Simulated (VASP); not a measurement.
VASP runs on Be2C (space group Fm-3m) share one base input (PBE GGA, plane waves, VASP's PBE PAW potentials (set 64)) and change the settings named in each case.

INCAR:
```
SYSTEM = Be2C
PREC = Accurate
ENCUT = 400
EDIFF = 1E-6
NELM = 100
ALGO = Normal
LREAL = .FALSE.
LASPH = .TRUE.
ISMEAR = -1
SIGMA = 0.01
GGA = PE
LWAVE = .FALSE.
LCHARG = .FALSE.
ISIF = 2
```

### KPOINTS
```
Automatic mesh
0
Gamma
9 9 9
0.5 0.5 0.5
```

POSCAR:
```
Be2C
1
    0.0000000000     2.1622550000     2.1622550000
    2.1622550000     0.0000000000     2.1622550000
    2.1622550000     2.1622550000     0.0000000000
Be C
2 1
Direct
  0.7500000000   0.7500000000   0.7500000000
  0.2500000000   0.2500000000   0.2500000000
  0.0000000000   0.0000000000   0.0000000000
```

POTCAR, in this order: Be C (PBE.64 set). Program: vasp_std.

```tsv
change	E(σ→0) (eV/atom)	pressure (GPa)
base run	-5.8192	-0.30
NBANDS = 20	-5.8192	-0.31
KPOINTS 6×6×6 Γ-centred mesh	-5.8172	-0.33
EDIFF = 1E-04	-5.8192	-0.24
ENCUT = 200	-5.8506	-25.97
AEXX = 0.25, HFSCREEN = 0.2, ISYM = 3, LHFCALC = .TRUE., PRECFOCK = Fast, KPOINTS 6×6×6 Γ-centred mesh shifted by (0.5, 0.5, 0.5)	-6.3696	-3.54
```
 Energies of different potentials or functionals have different zeros.

Left out are runs that ran out of time, are held back, or changed the cell or the kind of run, fixed moments of cells without a moment, rows past the twelfth, gaps on odd meshes, pressures of charged cells and columns that move by less than the noise.

The structure comes from a computed database's Be2C entry; how it stands against other phases isn't given here. The cell was not relaxed at this level.
